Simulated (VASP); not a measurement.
Output of a VASP run:

**OSZICAR**
```
       N       E                     dE             d eps       ncg     rms          rms(c)
DAV:   1    -0.531326419977E+03   -0.53133E+03   -0.22309E+01   728   0.123E+01    0.967E+00
DAV:   2    -0.531485853311E+03   -0.15943E+00   -0.69153E-01   872   0.141E+00    0.671E+00
DAV:   3    -0.531437729011E+03    0.48124E-01   -0.17413E-02   848   0.346E-01    0.391E+00
DAV:   4    -0.531417670100E+03    0.20059E-01   -0.15011E-02   832   0.225E-01    0.221E+00
DAV:   5    -0.531411748637E+03    0.59215E-02   -0.39233E-03   848   0.116E-01    0.123E+00
DAV:   6    -0.531409587406E+03    0.21612E-02   -0.84416E-04   832   0.673E-02    0.685E-01
DAV:   7    -0.531408859430E+03    0.72798E-03   -0.34270E-04   832   0.455E-02    0.380E-01
DAV:   8    -0.531408624870E+03    0.23456E-03   -0.10108E-04   832   0.251E-02    0.211E-01
DAV:   9    -0.531408551216E+03    0.73654E-04   -0.36442E-05   632   0.146E-02    0.117E-01
DAV:  10    -0.531408531137E+03    0.20079E-04   -0.14729E-05   402   0.926E-03    0.641E-02
DAV:  11    -0.531408527215E+03    0.39225E-05   -0.58094E-06   450   0.468E-03
   1 F= -.53140853E+03 E0= -.53140853E+03  d E =-.656937E-13  mag=     1.0000
```

**OUTCAR**
```
------------------------ aborting loop because EDIFF is reached ----------------------------------------
  volume of cell :      866.68
      direct lattice vectors                 reciprocal lattice vectors
     4.868317893 -8.432173817  0.000000000     0.102704879 -0.059296690  0.000000000
     4.868317893  8.432173817  0.000000000     0.102704879  0.059296690  0.000000000
     0.000000000  0.000000000 10.556283981     0.000000000  0.000000000  0.094730305
  FREE ENERGIE OF THE ION-ELECTRON SYSTEM (eV)
  ---------------------------------------------------
  free  energy   TOTEN  =      -531.4085272145 eV

  energy  without entropy=     -531.4085272145  energy(sigma->0) =     -531.40852721

  exchange ACFDT corr.  =         0.00000000  see jH, gK, PRB 81, 115126

 total charge

# of ion       s       p       d       tot
------------------------------------------
    1        1.016   1.390   0.382   2.788
    2        1.014   1.375   0.375   2.764
    3        1.017   1.388   0.380   2.785
    4        1.010   1.347   0.363   2.721
    5        1.012   1.367   0.371   2.750
    6        1.014   1.375   0.375   2.764
    7        1.014   1.363   0.370   2.746
    8        1.010   1.347   0.363   2.720
    9        1.016   1.390   0.382   2.788
   10        1.016   1.391   0.382   2.789
   11        1.016   1.388   0.380   2.784
   12        1.016   1.388   0.378   2.782
   13        1.015   1.387   0.380   2.782
   14        1.014   1.375   0.375   2.764
   15        1.016   1.386   0.379   2.781
   16        1.010   1.347   0.363   2.720
   17        1.013   1.368   0.371   2.751
   18        1.020   1.405   0.387   2.813
   19        1.014   1.362   0.370   2.746
   20        1.013   1.368   0.371   2.751
   21        1.014   1.375   0.375   2.764
   22        1.014   1.362   0.370   2.746
   23        1.010   1.347   0.363   2.720
   24        1.015   1.386   0.380   2.782
   25        1.016   1.390   0.382   2.787
   26        1.016   1.387   0.379   2.782
   27        1.016   1.385   0.379   2.780
   28        1.015   1.387   0.380   2.782
   29        1.014   1.375   0.375   2.764
   30        1.016   1.386   0.379   2.782
   31        1.010   1.347   0.363   2.721
   32        1.016   1.390   0.382   2.788
   33        1.014   1.375   0.375   2.764
   34        1.016   1.388   0.380   2.784
   35        1.010   1.347   0.363   2.720
   36        1.236   2.452   0.000   3.688
   37        1.235   2.444   0.000   3.679
   38        1.234   2.450   0.000   3.685
   39        1.235   2.452   0.000   3.687
   40        1.237   2.473   0.000   3.710
   41        1.235   2.445   0.000   3.679
   42        1.234   2.446   0.000   3.680
   43        1.235   2.452   0.000   3.687
   44        1.236   2.452   0.000   3.687
   45        1.234   2.451   0.000   3.685
   46        1.234   2.450   0.000   3.685
   47        1.234   2.450   0.000   3.684
   48        1.237   2.435   0.000   3.672
   49        1.235   2.444   0.000   3.679
   50        1.234   2.449   0.000   3.683
   51        1.235   2.452   0.000   3.686
   52        1.237   2.473   0.000   3.710
...
```
(Selected blocks of OUTCAR.)

File POSCAR:
```
Ga35N36Si
1
    4.8683178927    -8.4321738171     0.0000000000
    4.8683178927     8.4321738171     0.0000000000
    0.0000000000     0.0000000000    10.5562839806
Ga N Si
35 36 1
Direct
  0.2220612624   0.1108939798   0.2493794977
  0.1115752709   0.2230005170   0.9998125549
  0.2217285866   0.1104132358   0.7509060123
  0.1125315977   0.2214961498   0.5008550754
  0.2249419712   0.4457979463   0.2504609794
  0.1115307225   0.5551646662   0.9997775284
  0.2214857660   0.4438195147   0.7473061056
  0.1124647729   0.5572095750   0.5010883699
  0.2220402927   0.7776391540   0.2494210338
  0.1109753321   0.8887237310   0.9999329165
  0.2217944094   0.7776988316   0.7508527027
  0.1108038802   0.8885895072   0.5003431611
  0.5560256132   0.1112547588   0.2497414913
  0.4446533762   0.2229276107   0.9997330577
  0.5555650580   0.1108827997   0.7506244288
  0.4420386848   0.2214618436   0.5008848112
  0.5540321711   0.4456112422   0.2504829376
  0.4442406062   0.5553574077   0.9987393376
  0.5552985923   0.4436972067   0.7473426482
  0.5541792957   0.7750312406   0.2504386674
  0.4447018241   0.8882217467   0.9998862804
  0.5553868212   0.7778408838   0.7475160431
  0.4420038212   0.8864450867   0.5009266973
  0.8884591091   0.1112520395   0.2497239360
  0.7776871996   0.2221470120   0.9997922347
  0.8885353884   0.1109770204   0.7506466614
  0.7775745412   0.2219599817   0.5009984848
  0.8884746318   0.4438294449   0.2497131778
  0.7767456571   0.5551016560   0.9999038625
  0.8884413524   0.4439613330   0.7506761026
  0.7774553190   0.5571930179   0.5009404758
  0.8888430952   0.7777519479   0.2494455829
  0.7768712529   0.8883370459   0.9998175657
  0.8888643495   0.7775246338   0.7509082149
  0.7775724019   0.8865815443   0.5010546085
  0.2218473451   0.1106036688   0.4378034791
  0.1117708100   0.2238070554   0.1897202621
  0.2222213153   0.1112674980   0.9390795825
  0.1108894611   0.2217783522   0.6881721017
  0.2422583570   0.4543009371   0.4445094431
  0.1117258962   0.5545270070   0.1896510156
  0.2232817180   0.4449224461   0.9353076837
  0.1108436072   0.5553775629   0.6883052610
  0.2217992791   0.7774186783   0.4378721465
  0.1109669823   0.8887400821   0.1882915779
  0.2223269600   0.7775367463   0.9390830351
  0.1107487559   0.8885422025   0.6886446017
  0.5550158139   0.1104977603   0.4386441922
  0.4452913518   0.2237876779   0.1896473853
  0.5550518020   0.1107435748   0.9389314671
  0.4439397731   0.2216902467   0.6882003644
  0.5447984117   0.4542106804   0.4444712380
  0.4443437116   0.5554853617   0.1864666828
  0.5547488625   0.4448723774   0.9352805480
  0.4440350723   0.5551646887   0.6698585158
  0.5449550037   0.7567908486   0.4444407468
  0.4452574594   0.8879846707   0.1897383449
  0.5547914346   0.7764152730   0.9353961539
  0.4439880562   0.8884316116   0.6882289288
  0.8886439357   0.1105484206   0.4386274693
  0.7776910973   0.2221775118   0.1882016951
  0.8890103436   0.1108236613   0.9389208905
  0.7775491333   0.2219588473   0.6890400109
  0.8885873237   0.4444191856   0.4386189642
  0.7758974551   0.5545549833   0.1897207762
  0.8889207764   0.4447906502   0.9389493165
  0.7774151516   0.5553605724   0.6882047767
  0.8886203919   0.7774650522   0.4378587988
  0.7759685735   0.8880166188   0.1896282546
  0.8883793254   0.7774466789   0.9391234138
  0.7775030580   0.8884653389   0.6883198621
  0.4439621674   0.5550911577   0.4999217677
```

Problem. Reconstruct the remaining input files.

Solution. One answer among several that fit: the input of the run itself, HSE06 screened hybrid, plane waves, VASP's PBE PAW potentials (set 64).

### INCAR
```
SYSTEM = Ga35N36Si
PREC = Normal; ENCUT = 400; LREAL = Auto
LASPH = .TRUE.; ISYM = 0
EDIFF = 1E-5; NELM = 50; NELMIN = 4
ALGO = Normal; LMAXMIX = 4
ISMEAR = 0; SIGMA = 0.05
GGA = PE; LHFCALC = .TRUE.; AEXX = 0.25
HFSCREEN = 0.2; PRECFOCK = Fast
ISPIN = 2; MAGMOM = 72*0.0139; NUPDOWN = 1
ISIF = 0
LWAVE = .FALSE.; LCHARG = .FALSE.; LORBIT = 10
```

File KPOINTS:
```
Automatic mesh
0
Gamma
1 1 1
0 0 0
```

POTCAR, in this order: Ga N Si (PBE.64 set). Program: vasp_gam. Read from the step before: WAVECAR.

The supercell is sampled at Γ alone, which is coarse: total energies, pressure and levels can be off, energies of defects by several tenths of an eV.

The cell is a supercell with a defect, built from GaN (wurtzite): Si_Ga. The cell's shape comes from a PBE relaxation.
